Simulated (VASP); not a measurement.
MgH8Cl2O4, 15 atoms in the cell. The cell holds a amorphous, 15 atoms: a = 5.708 Å, b = 5.708 Å, c = 5.708 Å, α = 90.00°, β = 90.00°, γ = 90.00°. The cell was built by a generator and needn't be a form met in nature.

| Quantity | Value |
| --- | --- |
| Program | VASP 6.6.1 |
| Task | single point |
| Functional | PBE |
| Dispersion | D3(BJ) |
| Potentials or basis | VASP PAW PBE potentials, release 64 (O, H, Mg, Cl) |
| Cutoff | 520 eV |
| k mesh | 1 × 1 × 1 |
| Occupations | fermi-dirac, width 0.05 eV |
| Spin | no spin polarisation |
| Dipole correction | no |
| Further INCAR settings | LREAL = Auto; ALGO = Normal; EDIFF = 1e-06; NBANDS = 37 |

Potentials or basis: VASP PAW PBE potentials, release 64 (O, H, Mg, Cl).

Launch:

```console
$ cat potpaw_PBE.64/O/POTCAR potpaw_PBE.64/H/POTCAR potpaw_PBE.64/Mg/POTCAR potpaw_PBE.64/Cl/POTCAR > POTCAR
$ mpirun -np 1 vasp_gam > vasp.out
```

Hardware: 1 thread of Intel(R) Xeon(R) Platinum 8259CL CPU @ 2.50GHz (Skylake/Cascade Lake), with other jobs on the host.

Task: How long does it take, and how much memory?

Result: Wall time 24 s on 1 thread of Intel(R) Xeon(R) Platinum 8259CL CPU @ 2.50GHz (Skylake/Cascade Lake), with other jobs on the host, peak memory 0.25 GiB. Counts: scf iterations 16, k points 1.
